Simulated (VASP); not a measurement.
The system is Ni.

```
Ni
1.0
     0.00000    1.76000    1.76000
     1.76000    0.00000    1.76000
     1.76000    1.76000    0.00000
Ni
1
Direct
  0.00000 0.00000 0.00000
```

The cell was built by a generator and needn't be a form met in nature.

Program: VASP 6.6.1. Alike in all runs: task single point; spin collinear, ferromagnetic start; cell as given; k mesh 31 × 31 × 31; smearing methfessel-paxton 0.1 eV.

Question: Order these runs on this cell by their pressure, lowest first.
A. level RPBE; potentials or basis VASP PAW PBE potentials, release 64 (Ni); cutoff (eV) 520
B. level r2SCAN; potentials or basis VASP PAW PBE potentials, release 64 (Ni); cutoff (eV) 520
C. level PBEsol; potentials or basis VASP PAW PBE potentials, release 64 (Ni); cutoff (eV) 500
D. level LDA; potentials or basis VASP PAW LDA potentials, release 64 (Ni); cutoff (eV) 520

Answer: D (-17.4 GPa), C (-9.9 GPa), B (-6.8 GPa), A (5.4 GPa).

Caveats: the PAW data sets were made with another functional, which shifts forces and pressure a little (some runs); so large a pressure means that the cell lies far from this level's equilibrium, or that cutoff or potentials fall short (some runs).

Runs at the PBE level aren't shown here.
